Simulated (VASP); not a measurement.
Input for VASP

INCAR:
```
ISMEAR = 1
IBRION = 2   ! conjugate gradients
EDIFFG = -0.02   ! ionic stop
ALGO = Normal   ! blocked Davidson
SIGMA = 0.1   ! width (eV)
ISIF = 3   ! ions, shape and volume
LREAL = F
NSW = 60
ENCUT = 520
GGA = PE   ! PBE
LASPH = T   ! aspherical one-centre terms
LWAVE = F
NELM = 100
EDIFF = 1E-6
LMAXMIX = 6
SYSTEM = WB
PREC = Accurate
LCHARG = F
```

### POSCAR
```
WB
1.0
  3.7553740157   0.0000000000   0.0000000000
 -1.8776870079   3.2522493433   0.0000000000
  0.0000000000   0.0000000000   4.3492766477
W B
2 2
Cartesian
 -0.0000018777   2.1681673129   4.0784665182
  1.8776888855   1.0840820304   1.9038281943
 -0.0000018777   2.1681673129   1.9017888724
  1.8776888855   1.0840820304   4.0764271963
```

KPOINTS:
```
K-points
0
G
  9 9 7
0 0 0
```

POTCAR, in this order: W_sv B (PBE.64 set). Program: vasp_std.

Translate this PBE calculation to Ansatz.

One equivalent input (not run):
Ansatz 0.2 input:
```yaml
crystal:
  lattice:
    - [3.7553740, 0.0000000, 0.0000000]
    - [-1.8776870, 3.2522493, 0.0000000]
    - [0.0000000, 0.0000000, 4.3492766]
  atoms:
    - { symbol: W, position: [0.3333330, 0.6666670, 0.9377344] }
    - { symbol: W, position: [0.6666670, 0.3333330, 0.4377344] }
    - { symbol: B, position: [0.3333330, 0.6666670, 0.4372656] }
    - { symbol: B, position: [0.6666670, 0.3333330, 0.9372656] }
kpoints:
  mp_grid: { grid: [9, 9, 7] }
hamiltonian:
  xc: pbe
  pseudopotentials: { kind: paw }
scf:
  occupations: { method: methfessel_paxton, width: 0.1 }
  max_iter: 100
relax:
  max_steps: 60
  f_tol: 0.02
  cell: {}
output: { forces: true, stress: true, eigenvalues: true }
```
What does not carry over: each code has its own PAW files, so the cut-off isn't converted (ENCUT is set for VASP's; basis.ecutwfc is left out, and Ansatz then takes the one that its files recommend); Ansatz stops its SCF on the density residual and VASP on the energy change (EDIFF).

The structure was generated: WB was put into the wurtzite type (P6_3mc), which need not be its known phase. This run relaxes it. It ends in space group P6_3/mmc. Symmetry was kept, so distortions that lower it aren't found. The start is the result of an earlier pass.
